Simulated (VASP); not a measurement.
VASP input:

File POSCAR:
```
Mn3Sn
1
    5.3535349341    -0.0000000154    -0.0000000000
   -2.6767669931     4.6362973304    -0.0000000000
   -0.0000000000     0.0000000000     4.2468691255
Mn Sn
6 2
Direct
  0.8487554703   0.6975109407   0.2500000000
  0.1512445296   0.8487554704   0.7500000000
  0.3024890593   0.1512445297   0.2500000000
  0.1512445297   0.3024890593   0.7500000000
  0.8487554704   0.1512445296   0.2500000000
  0.6975109407   0.8487554703   0.7500000000
  0.3333330000   0.6666670000   0.2500000000
  0.6666670000   0.3333330000   0.7500000000
```

### INCAR
```
# general
SYSTEM  = Mn3Sn
PREC    = Accurate
ENCUT   = 400
LREAL   = .FALSE.
LASPH   = .TRUE.

# electronic loop
EDIFF   = 1E-6
NELM    = 100
ALGO    = Normal
LMAXMIX = 4

# smearing
ISMEAR  = 1
SIGMA   = 0.1

# functional
GGA     = PS

# spin
ISPIN   = 2
MAGMOM  = 4.0 4.0 4.0 4.0 4.0 4.0 0.0 0.0

# ions
IBRION  = 2
NSW     = 60
ISIF    = 3
EDIFFG  = -0.02

# output
LWAVE   = .FALSE.
LCHARG  = .FALSE.
LORBIT  = 10
```

File KPOINTS:
```
K-points
0
G
  6 6 7
0 0 0
```

POTCAR, in this order: Mn_pv Sn_d (PBE.64 set). Program: vasp_std.

### Question
Translate this PBEsol calculation to Ansatz.

### Answer
One equivalent input (not run):
Ansatz 0.2 input:
```yaml
crystal:
  lattice:
    - [5.3535349, -0.0000000, 0.0000000]
    - [-2.6767670, 4.6362973, 0.0000000]
    - [0.0000000, 0.0000000, 4.2468691]
  atoms:
    - { symbol: Mn, position: [0.8487555, 0.6975109, 0.2500000], spin: 4 }
    - { symbol: Mn, position: [0.1512445, 0.8487555, 0.7500000], spin: 4 }
    - { symbol: Mn, position: [0.3024891, 0.1512445, 0.2500000], spin: 4 }
    - { symbol: Mn, position: [0.1512445, 0.3024891, 0.7500000], spin: 4 }
    - { symbol: Mn, position: [0.8487555, 0.1512445, 0.2500000], spin: 4 }
    - { symbol: Mn, position: [0.6975109, 0.8487555, 0.7500000], spin: 4 }
    - { symbol: Sn, position: [0.3333330, 0.6666670, 0.2500000] }
    - { symbol: Sn, position: [0.6666670, 0.3333330, 0.7500000] }
kpoints:
  mp_grid: { grid: [6, 6, 7] }
hamiltonian:
  xc: pbesol
  pseudopotentials: { kind: paw }
magnetization: { spin_polarized: true }
scf:
  occupations: { method: methfessel_paxton, width: 0.1 }
  max_iter: 100
relax:
  max_steps: 60
  f_tol: 0.02
  cell: {}
output: { forces: true, stress: true, eigenvalues: true }
```
What does not carry over: each code has its own PAW files, so the cut-off isn't converted (ENCUT is set for VASP's; basis.ecutwfc is left out, and Ansatz then takes the one that its files recommend); Ansatz stops its SCF on the density residual and VASP on the energy change (EDIFF).

The structure was generated: Mn3Sn was put into the D019 type (P6_3/mmc), which need not be its known phase. This run relaxes it. Symmetry was kept, so distortions that lower it aren't found. The start is the result of an earlier pass.
